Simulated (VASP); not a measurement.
An input for Quantum ESPRESSO's pw.x (written as the equivalent of a VASP run, and not itself run):

```
&CONTROL
  calculation = 'vc-relax'
  pseudo_dir = './pseudo'
  outdir = './out'
  tprnfor = .true.
  tstress = .true.
  nstep = 30
  forc_conv_thr = 0.00039
/
&SYSTEM
  ibrav = 0
  nat = 6
  ntyp = 2
  ecutwfc = 86
  occupations = 'smearing'
  smearing = 'gaussian'
  degauss = 0.003675
  input_dft = 'pw91'
/
&ELECTRONS
  conv_thr = 7.3e-09
  electron_maxstep = 100
/
&IONS
/
&CELL
  cell_dofree = 'shape'
/
ATOMIC_SPECIES
  Mo 95.950 Mo.upf
  Se 78.971 Se.upf
CELL_PARAMETERS angstrom
     1.6658714   -2.8853744    0.0000000
     1.6658714    2.8853744    0.0000000
     0.0000000    0.0000000   14.1801653
ATOMIC_POSITIONS crystal
  Mo   0.3333330  0.6666670  0.2500000
  Mo   0.6666670  0.3333330  0.7500000
  Se   0.3333330  0.6666670  0.8677486
  Se   0.6666670  0.3333330  0.3677486
  Se   0.6666670  0.3333330  0.1322514
  Se   0.3333330  0.6666670  0.6322514
K_POINTS automatic
  8 8 2 0 0 0
```

Translate this input to VASP (INCAR, KPOINTS, POSCAR, choice of POTCAR).

One answer among several that fit: 
File KPOINTS:
```
kpoints
0
G
  8 8 2
```

INCAR:
```
ALGO = Normal
EDIFF = 1E-7
EDIFFG = -0.01
ENCUT = 520
GGA = 91
IBRION = 2
ISIF = 4
ISMEAR = 0
LASPH = .True.
LCHARG = .False.
LMAXMIX = 4
LREAL = .False.
LWAVE = .False.
NELM = 100
NSW = 30
PREC = Accurate
SIGMA = 0.05
SYSTEM = MoSe2
```

### POSCAR
```
MoSe2
1
    1.6658714222    -2.8853743791     0.0000000000
    1.6658714222     2.8853743791     0.0000000000
    0.0000000000     0.0000000000    14.1801653111
Mo Se
2 4
Direct
  0.3333330000   0.6666670000   0.2500000000
  0.6666670000   0.3333330000   0.7500000000
  0.3333330000   0.6666670000   0.8677485918
  0.6666670000   0.3333330000   0.3677485918
  0.6666670000   0.3333330000   0.1322514082
  0.3333330000   0.6666670000   0.6322514082
```

POTCAR, in this order: Mo_sv Se (PBE.64 set). Program: vasp_std.

The two are equivalent in intent, not identical: the potentials are each code's own (VASP's PAW set, PseudoDojo norm-conserving files in pw.x), so ENCUT and ecutwfc are chosen apart and not converted; conv_thr bounds pw.x's estimated SCF error, while EDIFF bounds the energy change between steps; forc_conv_thr acts on force components and is met together with etot_conv_thr.

The compound is MoSe2 in the 2H layered structure. This run relaxes it. Symmetry was kept, so distortions that lower it aren't found.
